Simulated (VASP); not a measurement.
Computed with HSE06 screened hybrid, VASP's PBE PAW potentials (set 64) (plane waves; VASP).

A VASP calculation is set up with these files.

### KPOINTS
```
kpoints
0
Gamma
 1 1 1
```

INCAR:
```
ENCUT = 400   # plane-wave cut-off (eV)
LWAVE = .False.
LREAL = Auto   # projection in real space or not
ISMEAR = 0   # Gaussian
NELM = 50   # most electronic steps
ISYM = 0
ISIF = 0
ISPIN = 2   # spin-polarised
SIGMA = 0.05   # width (eV)
AEXX = 0.25
ALGO = Normal   # blocked Davidson
LORBIT = 10
NUPDOWN = 1
LCHARG = .False.
GGA = PE   # PBE
SYSTEM = NSi62
HFSCREEN = 0.2   # 1/Angstrom
LHFCALC = .True.
PREC = Normal
PRECFOCK = Fast
LASPH = .True.
MAGMOM = 63*0.0159
NELMIN = 4
EDIFF = 1E-5
```

POSCAR:
```
NSi62
1
   10.9370747000     0.0000000000     0.0000000000
    0.0000000000    10.9370747000     0.0000000000
    0.0000000000     0.0000000000    10.9370747000
Si N
62 1
Direct
  0.4993902550   0.9984766595   0.9985852353
  0.6296199304   0.1223140829   0.1222182578
  0.7520661504   0.2479730634   0.9955205248
  0.8776593511   0.3704332423   0.1222523942
  0.7522108049   0.9959131761   0.2481902107
  0.8780088915   0.1219869624   0.3711395256
  0.0004649740   0.9995106831   0.9994355260
  0.1291369076   0.1236706526   0.1234393119
  0.2535873020   0.2505033646   0.9995572235
  0.3792691850   0.3759861698   0.1297140593
  0.4994668895   0.5004777859   0.0004212763
  0.6240061872   0.6206526728   0.1297361544
  0.7494423865   0.7463521566   0.9995660308
  0.8763023899   0.8708155056   0.1234410358
  0.2539565366   0.0002717949   0.2503293268
  0.3803514686   0.1306692492   0.3758379920
  0.5083486244   0.2476955779   0.2461381352
  0.7520950839   0.4914330722   0.2462595418
  0.8692513726   0.6195773597   0.3758143577
  0.5000825339   0.0009210497   0.5001907583
  0.6249620029   0.1305145015   0.6199862301
  0.7520721689   0.2478890898   0.4893663315
  0.8694500159   0.3750391803   0.6199696449
  0.7492998204   0.0003258790   0.7458631410
  0.8765657709   0.1233989167   0.8706876850
  0.0015583676   0.5005717524   0.9985877741
  0.1296170542   0.6221147455   0.1306895494
  0.2490106141   0.7509480078   0.0035487430
  0.3778555819   0.8703617831   0.1306790121
  0.0040475998   0.2477659243   0.2481618060
  0.1251145402   0.3751575359   0.3749274469
  0.2598521216   0.4999611594   0.2619684414
  0.3881922177   0.6118024243   0.4059004954
  0.5000304886   0.7401205141   0.2619655058
  0.6248170036   0.8748714588   0.3749462427
  0.0018508926   0.9981259284   0.5002184439
  0.1294118036   0.1306550526   0.6218612403
  0.2596262324   0.2620574561   0.4995434716
  0.3876964978   0.4055402488   0.6125837435
  0.5944488115   0.6123161642   0.6126416040
  0.7379496264   0.7403584090   0.4995211646
  0.8693464956   0.8705910798   0.6218629837
  0.2491172027   0.0039446809   0.7505705644
  0.3780954914   0.1305044344   0.8703966106
  0.5005832325   0.2617961493   0.7401317329
  0.6248129351   0.3751651259   0.8748677431
  0.7381839003   0.4993978832   0.7401645717
  0.8694747684   0.6218838866   0.8704011693
  0.9996583041   0.7459655563   0.2503382754
  0.1269989368   0.8729198194   0.3750745112
  0.9990387045   0.4999066000   0.5001596215
  0.1219295903   0.6275116196   0.6269552343
  0.2509523527   0.7490357704   0.5028364597
  0.3724762308   0.8780343453   0.6269732984
  0.9996262806   0.2506876402   0.7458502171
  0.1264819978   0.3751968535   0.8730936736
  0.2502668571   0.5036842473   0.7491589168
  0.3724498178   0.6274871964   0.8776337400
  0.4962470285   0.7497098700   0.7492071289
  0.6247667568   0.8734945357   0.8731287906
  0.9959889643   0.7508687863   0.7505438020
  0.1243695645   0.8755751141   0.8752159007
  0.4681271297   0.5318823927   0.5327034590
```

POTCAR, in this order: Si N (PBE.64 set). Program: vasp_gam. Read from the step before: WAVECAR.

What VASP printed:

File OSZICAR:
```
       N       E                     dE             d eps       ncg     rms          rms(c)
DAV:   1    -0.391231895595E+03   -0.39123E+03   -0.12638E+01   640   0.801E+00    0.188E+01
DAV:   2    -0.391448292882E+03   -0.21640E+00   -0.59279E-01   704   0.154E+00    0.123E+01
DAV:   3    -0.391446649030E+03    0.16439E-02   -0.70610E-02   704   0.535E-01    0.740E+00
DAV:   4    -0.391442972359E+03    0.36767E-02   -0.20885E-02   704   0.281E-01    0.428E+00
DAV:   5    -0.391441477256E+03    0.14951E-02   -0.55981E-03   696   0.145E-01    0.247E+00
DAV:   6    -0.391440586531E+03    0.89072E-03   -0.14094E-03   744   0.819E-02    0.142E+00
DAV:   7    -0.391440420085E+03    0.16645E-03   -0.13436E-03   696   0.629E-02    0.799E-01
DAV:   8    -0.391440422611E+03   -0.25265E-05   -0.44304E-04   720   0.266E-02    0.464E-01
DAV:   9    -0.391440485180E+03   -0.62569E-04   -0.54653E-04   704   0.235E-02    0.266E-01
DAV:  10    -0.391440619389E+03   -0.13421E-03   -0.75825E-04   712   0.229E-02    0.152E-01
DAV:  11    -0.391440814632E+03   -0.19524E-03   -0.10529E-03   696   0.235E-02    0.934E-02
DAV:  12    -0.391441100014E+03   -0.28538E-03   -0.15406E-03   744   0.284E-02    0.675E-02
DAV:  13    -0.391441512690E+03   -0.41268E-03   -0.22154E-03   696   0.331E-02    0.643E-02
DAV:  14    -0.391442101974E+03   -0.58928E-03   -0.31613E-03   728   0.394E-02    0.712E-02
DAV:  15    -0.391442932615E+03   -0.83064E-03   -0.44287E-03   704   0.469E-02    0.828E-02
DAV:  16    -0.391444077499E+03   -0.11449E-02   -0.60565E-03   736   0.552E-02    0.956E-02
DAV:  17    -0.391445607205E+03   -0.15297E-02   -0.79881E-03   712   0.640E-02    0.109E-01
DAV:  18    -0.391447566324E+03   -0.19591E-02   -0.10069E-02   720   0.728E-02    0.121E-01
DAV:  19    -0.391449940688E+03   -0.23744E-02   -0.11921E-02   704   0.805E-02    0.131E-01
DAV:  20    -0.391452625697E+03   -0.26850E-02   -0.13110E-02   720   0.862E-02    0.136E-01
DAV:  21    -0.391455423933E+03   -0.27982E-02   -0.13169E-02   712   0.887E-02    0.136E-01
DAV:  22    -0.391458084148E+03   -0.26602E-02   -0.12020E-02   720   0.871E-02    0.130E-01
DAV:  23    -0.391460382042E+03   -0.22979E-02   -0.98931E-03   712   0.817E-02    0.119E-01
DAV:  24    -0.391462186525E+03   -0.18045E-02   -0.74026E-03   736   0.730E-02    0.105E-01
DAV:  25    -0.391463484980E+03   -0.12985E-02   -0.50516E-03   712   0.623E-02    0.897E-02
DAV:  26    -0.391464349486E+03   -0.86451E-03   -0.32051E-03   736   0.513E-02    0.740E-02
DAV:  27    -0.391464889857E+03   -0.54037E-03   -0.19050E-03   712   0.407E-02    0.600E-02
DAV:  28    -0.391465210469E+03   -0.32061E-03   -0.10840E-03   736   0.315E-02    0.473E-02
DAV:  29    -0.391465393503E+03   -0.18303E-03   -0.59314E-04   704   0.238E-02    0.369E-02
DAV:  30    -0.391465494858E+03   -0.10136E-03   -0.31813E-04   688   0.178E-02    0.282E-02
DAV:  31    -0.391465549823E+03   -0.54965E-04   -0.16656E-04   640   0.132E-02    0.214E-02
DAV:  32    -0.391465579156E+03   -0.29333E-04   -0.87255E-05   608   0.989E-03    0.160E-02
DAV:  33    -0.391465594641E+03   -0.15485E-04   -0.45000E-05   504   0.735E-03    0.118E-02
DAV:  34    -0.391465602793E+03   -0.81522E-05   -0.23894E-05   440   0.566E-03
   1 F= -.39146560E+03 E0= -.39146560E+03  d E =-.787827E-14  mag=     1.0000
```

OUTCAR:
```
------------------------ aborting loop because EDIFF is reached ----------------------------------------
  volume of cell :     1308.29
      direct lattice vectors                 reciprocal lattice vectors
    10.937074700  0.000000000  0.000000000     0.091432127  0.000000000  0.000000000
     0.000000000 10.937074700  0.000000000     0.000000000  0.091432127  0.000000000
     0.000000000  0.000000000 10.937074700     0.000000000  0.000000000  0.091432127
 POSITION                                       TOTAL-FORCE (eV/Angst)
 -----------------------------------------------------------------------------------
      5.46187     10.92041     10.92160         0.086290      0.002986      0.013960
      6.88620      1.33776      1.33671         0.005699     -0.018835     -0.035135
      8.22540      2.71210     10.88808         0.034071      0.002754      0.012640
      9.59903      4.05146      1.33708         0.068948      0.120178     -0.067292
      8.22699     10.89238      2.71447         0.027128     -0.000030      0.000218
      9.60285      1.33418      4.05918         0.069733     -0.058332      0.058076
      0.00509     10.93172     10.93090        -0.038323      0.012825      0.027110
      1.41238      1.35260      1.35006         0.001419     -0.017598     -0.018405
      2.77350      2.73977     10.93223        -0.063804      0.014468      0.049458
      4.14810      4.11219      1.41869         0.104640      0.038335     -0.050223
      5.46271      5.47376      0.00461        -0.033407      0.025788      0.017601
      6.82480      6.78812      1.41893         0.252477      0.065991     -0.131778
      8.19671      8.16291     10.93233        -0.236001      0.039785      0.064840
      9.58418      9.52417      1.35008         0.041017      0.009339     -0.051354
      2.77754      0.00297      2.73787        -0.061701      0.040047      0.044663
      4.15993      1.42914      4.11057         0.076638     -0.043570     -0.001582
      5.55985      2.70907      2.69203        -0.073018     -0.032170      0.022917
      8.22572      5.37484      2.69336        -0.178814      0.153096     -0.176070
      9.50707      6.77636      4.11031         0.092294     -0.006435     -0.080108
      5.46944      0.01007      5.47062        -0.041596      0.021437      0.045365
      6.83526      1.42745      6.78084         0.227251     -0.105231      0.022386
      8.22547      2.71118      5.35224        -0.183578     -0.209704      0.250871
      9.50924      4.10183      6.78065         0.077320     -0.014447     -0.065281
      8.19515      0.00356      8.15756        -0.203972      0.034028      0.057122
      9.58707      1.34962      9.52278         0.028808     -0.033794     -0.003740
      0.01704      5.47479     10.92163        -0.027052     -0.208484      0.021381
      1.41763      6.80412      1.42936        -0.013174      0.120184     -0.075899
      2.72345      8.21317      0.03881        -0.016883     -0.013045      0.002662
      4.13263      9.51921      1.42925        -0.101595      0.019952     -0.048225
      0.04427      2.70983      2.71416        -0.032061     -0.000895     -0.015341
      1.36839      4.10313      4.10061         0.017814      0.013209      0.006897
      2.84202      5.46811      2.86517        -0.072131     -0.195106     -0.012858
      4.24569      6.69133      4.43936         0.038785     -0.010739      0.280798
      5.46887      8.09475      2.86514         0.209424      0.043831     -0.045405
      6.83367      9.56853      4.10082        -0.028595     -0.031711      0.005205
      0.02024     10.91658      5.47093        -0.028683      0.013391     -0.150194
      1.41539      1.42898      6.80134        -0.003732     -0.050698      0.106393
      2.83955      2.86614      5.46354        -0.043672     -0.018796     -0.153712
      4.24027      4.43542      6.69987         0.029685      0.282383     -0.015941
      6.50153      6.69695      6.70051        -0.262589     -0.015237     -0.034827
      8.07101      8.09736      5.46330         0.040421      0.036949     -0.163552
      9.50811      9.52172      6.80136         0.052454      0.014090      0.111988
      2.72461      0.04314      8.20905        -0.021979     -0.009779      0.000472
      4.13526      1.42734      9.51959        -0.099376     -0.027633      0.002770
      5.47492      2.86328      8.09488         0.170372     -0.046971      0.047500
      6.83363      4.10321      9.56849        -0.027324      0.009094     -0.034193
      8.07357      5.46195      8.09524         0.040548     -0.170307      0.064955
      9.50951      6.80159      9.51964         0.060157      0.123704      0.008974
     10.93334      8.15868      2.73797        -0.075633      0.024642      0.118837
      1.38900      9.54719      4.10222         0.040980      0.020472     -0.051286
     10.92656      5.46752      5.47028        -0.042124      0.015672      0.034149
      1.33355      6.86314      6.85706         0.010464     -0.042397     -0.046648
      2.74468      8.19226      5.49956        -0.046524      0.008893      0.093591
      4.07380      9.60313      6.85725         0.055515     -0.003668     -0.063258
     10.93299      2.74179      8.15742        -0.057439      0.053512      0.049408
      1.38334      4.10356      9.54909         0.049818      0.006412     -0.007715
      2.73719      5.50883      8.19361        -0.029280      0.038468      0.010542
      4.07351      6.86287      9.59875         0.043842     -0.044749     -0.006482
      5.42749      8.19963      8.19413        -0.103312      0.015728      0.034590
      6.83312      9.55347      9.54947         0.196841      0.004138     -0.018847
     10.89321      8.21231      8.20875        -0.018382     -0.010106      0.004731
      1.36024      9.57623      9.57230         0.010637     -0.002317     -0.007635
      5.11994      5.81724      5.82622         0.004270     -0.002996     -0.060086
 -----------------------------------------------------------------------------------
    total drift:                                0.001630      0.000311      0.000197
  FREE ENERGIE OF THE ION-ELECTRON SYSTEM (eV)
  ---------------------------------------------------
  free  energy   TOTEN  =      -391.4656027933 eV

  energy  without entropy=     -391.4656027933  energy(sigma->0) =     -391.46560279

  exchange ACFDT corr.  =         0.00000000  see jH, gK, PRB 81, 115126

 total charge

# of ion       s       p       d       tot
------------------------------------------
    1        0.751   0.932   0.000   1.683
    2        0.749   0.962   0.000   1.711
    3        0.748   0.965   0.000   1.714
    4        0.748   0.960   0.000   1.709
    5        0.748   0.965   0.000   1.713
    6        0.749   0.962   0.000   1.710
    7        0.749   0.960   0.000   1.709
    8        0.747   0.963   0.000   1.710
    9        0.754   0.944   0.000   1.698
   10        0.752   0.948   0.000   1.699
   11        0.749   0.963   0.000   1.711
   12        0.749   0.950   0.000   1.699
   13        0.752   0.946   0.000   1.698
   14        0.747   0.962   0.000   1.709
   15        0.754   0.942   0.000   1.696
   16        0.752   0.945   0.000   1.696
   17        0.787   0.861   0.000   1.648
   18        0.788   0.881   0.000   1.670
   19        0.752   0.941   0.000   1.693
   20        0.749   0.962   0.000   1.711
   21        0.749   0.949   0.000   1.698
   22        0.790   0.881   0.000   1.671
   23        0.751   0.943   0.000   1.694
   24        0.751   0.947   0.000   1.698
   25        0.747   0.963   0.000   1.710
...
```
(Selected blocks of OUTCAR.)

The supercell is sampled at Γ alone, which is coarse: total energies, pressure and levels can be off, energies of defects by several tenths of an eV.

The cell is a supercell with a defect, built from Si (diamond): N_Si-vac_Si. The cell's shape comes from a PBE relaxation.
